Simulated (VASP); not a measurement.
Write the native input for VASP 6.6.1 that does the following.

```
Task                   : single point
Functional             : LDA
Potentials or basis    : VASP PAW LDA potentials, release 64 (Mg, Ti_sv)
Cutoff                 : 520 eV
k mesh                 : 13 × 13 × 6
Occupations            : fermi-dirac, width 0.03 eV
Spin                   : collinear spin, typed start
Starting moments       : [0.0, 1.0] μB
Dipole correction      : no
Further INCAR settings : ALGO = Normal; EDIFF = 1e-06; NBANDS = 18
```

The structure of MgTi lies in POSCAR:

```
MgTi
1.0
    2.8943431265      0.0000000000      0.0000000000
   -1.4471715632      2.5065746748      0.0000000000
    0.0000000000      0.0000000000      5.2589210000
Mg Ti
1 1
Direct
    0.0000000000      0.0000000000      0.0000000000
    0.6666666667      0.3333333333      0.5000000000
```

The cell comes from a database or a generator and needn't be the stable form of this composition.

These files were run (other wordings do the same):

INCAR

```
PREC     = Accurate       # precision mode
ENCUT    = 520            # plane-wave cutoff, eV
EDIFF    = 1E-6           # SCF threshold, eV
ISMEAR   = -1             # smearing method
SIGMA    = 0.03           # smearing width, eV
LREAL    = False          # projectors in reciprocal space
LASPH    = True           # aspherical terms in the spheres
NELM     = 150            # most SCF steps
ALGO     = Normal         # electronic algorithm
ISIF     = 2              # what is computed and relaxed
LWAVE    = False          # write WAVECAR
LCHARG   = True           # write CHGCAR
ISPIN    = 2              # spin polarisation
MAGMOM   = 0 1            # initial moments
LORBIT   = 11             # projections on sites
LMAXMIX  = 4              # l up to which the mixer works
GGA      = CA             # functional
LELF     = True           # ELF
LVHAR    = True         
NBANDS   = 18             # bands
```

KPOINTS

```
regular mesh
0
Gamma
  13 13 6
```

Potentials or basis: VASP PAW LDA potentials, release 64 (Mg, Ti_sv).

The run is started by

```bash
$ cat potpaw_LDA.64/Mg/POTCAR potpaw_LDA.64/Ti_sv/POTCAR > POTCAR
$ mpirun -np 1 vasp_std > vasp.out
```

Results of the run:

```yaml
Pressure: -5.4 GPa
Band_gap_on_the_k_mesh: none (metal or under the smearing width)
Net_moment: 0.00 μB per cell
Valence_electrons_inside_the_program's_atomic_spheres: Mg 0.42; Ti 10.23
```

Run time: 55 s on 1 thread of AMD EPYC 9R45 96-Core Processor (Zen 5), with other jobs on the host, peak memory 0.19 GiB.
